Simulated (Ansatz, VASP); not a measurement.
# Two plane-wave programs on Ta2Au3

Contents of INCAR:

```
  PREC = Accurate
  ENCUT = 600
  EDIFF = 1E-6
  ISMEAR = 0
  SIGMA = 0.1
  LREAL = F
  LASPH = T
  NELM = 100
  ALGO = Normal
  ISIF = 3
  LWAVE = F
  LCHARG = F
  GGA = PE
  IBRION = 2
  NSW = 100
  EDIFFG = -0.01
```

KPOINTS

```
regular mesh
0
Gamma
  8 8 8
```

POSCAR

```
Ta2Au3
1.0
    4.9400660300      0.0000000000      0.0000000000
    0.0000000000      4.9400660300      0.0000000000
    0.0000000000      0.0000000000      4.9400660300
Ta Au
2 3
Direct
    0.5000000000      0.5000000000      0.5000000000
    0.0000000000      0.0000000000      0.0000000000
    0.0000000000      0.5000000000      0.5000000000
    0.5000000000      0.0000000000      0.5000000000
    0.5000000000      0.5000000000      0.0000000000
```

Input for Ansatz:

```yaml
crystal:
  lattice:
    - [4.94006603, 0.0, 0.0]
    - [0.0, 4.94006603, 0.0]
    - [0.0, 0.0, 4.94006603]
  atoms:
    - { symbol: Ta, position: [0.5, 0.5, 0.5] }
    - { symbol: Ta, position: [0.0, 0.0, 0.0] }
    - { symbol: Au, position: [0.0, 0.5, 0.5] }
    - { symbol: Au, position: [0.5, 0.0, 0.5] }
    - { symbol: Au, position: [0.5, 0.5, 0.0] }
basis:
  ecutwfc: 420
kpoints:
  mp_grid: { grid: [8, 8, 8] }
hamiltonian:
  xc: pbe
scf:
  occupations: { method: gaussian, width: 0.1 }
output:
  forces: true
  stress: true
  eigenvalues: true
relax:
  adjacent_minimum: "off"
  f_tol: 0.01
  max_steps: 80
  cell: { stress_tol: 0.05 }
```

Alike in both runs: task relaxation of cell and atoms; functional PBE; k mesh 8 × 8 × 8; occupations gaussian, width 0.1 eV; no spin polarisation.

|  | VASP | Ansatz |
| --- | --- | --- |
| version | VASP 6.6.1 | Ansatz 0.2.0 |
| potentials or method | VASP PAW PBE potentials, release 64 (Ta_pv, Au) | scalar-relativistic, plane waves, PAW |
| plane-wave cutoff (eV) | 600 | 420 |
| valence electrons in the cell | 55 | 83 |

|  | VASP | Ansatz | Ansatz less VASP |
| --- | --- | --- | --- |
| gap on the k mesh at the Fermi level, each at its own relaxed structure (eV) | none | none | - |
| relaxed volume (Å³/atom) | 24.34 | 24.32 | -0.025 |
| relaxed cell length with the largest relative difference (Å) | 4.956 | 4.954 | -0.0017 |

A gap of «none» marks a metal or a gap that the smearing closes. The two sets of potentials don't hold the same shells in valence.

The runs have no spin-orbit coupling, so splittings on Au, Ta are missing.
